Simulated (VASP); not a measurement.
# Ti: single point with PBEsol

Ti:

```xyz
2
Lattice="2.9021 0.0000 0.0000 -1.4511 2.5133 0.0000 0.0000 0.0000 4.5750" Properties=species:S:1:pos:R:3 pbc="T T T"
Ti    0.0000    1.6755    1.1438
Ti    1.4510    0.8378    3.4313
```

```json
{"Program": "VASP 6.6.1", "Task": "single point", "Functional": "PBEsol", "Potentials or basis": "VASP PAW PBE potentials, release 64 (Ti_sv)", "Cutoff": "520 eV", "k mesh": "15 × 15 × 12", "Occupations": "methfessel-paxton, width 0.1 eV", "Spin": "no spin polarisation", "Further INCAR settings": "ALGO = Normal; EDIFF = 1e-06"}
```

```json
{
 "Pressure": "0.0 GPa",
 "Band gap on the k mesh": "none (metal or under the smearing width)"
}
```

Stress tensor (GPa, compression positive):
```
-0.10  0.00  0.00
 0.00 -0.10  0.00
 0.00  0.00  0.12
```

Levels at points of the mesh, in eV from the Fermi level:
| k point | band 9 | band 10 | band 11 | band 12 | band 13 | band 14 | band 15 | band 16 |
| --- | --- | --- | --- | --- | --- | --- | --- | --- |
| (0.00, 0.00, 0.00) | -6.32 | -2.80 | 0.78 | 0.78 | 0.93 | 0.94 | 1.32 | 1.32 |
| (0.00, 0.00, 0.50) | -4.39 | -4.39 | 0.09 | 0.09 | 0.67 | 0.67 | 0.67 | 0.67 |

Core levels (eV, on the scale of the bands):
```
atom                            levels
1 Ti  1s -4854.1, 2s -522.6, 2p -429.9
2 Ti  1s -4854.1, 2s -522.6, 2p -429.9
```

It took 55 s on 1 thread of Intel(R) Xeon(R) Platinum 8488C (Sapphire Rapids), with other jobs on the host, peak memory 0.22 GiB.

Caveat: the PAW data sets were made with another functional, which shifts forces and pressure a little.
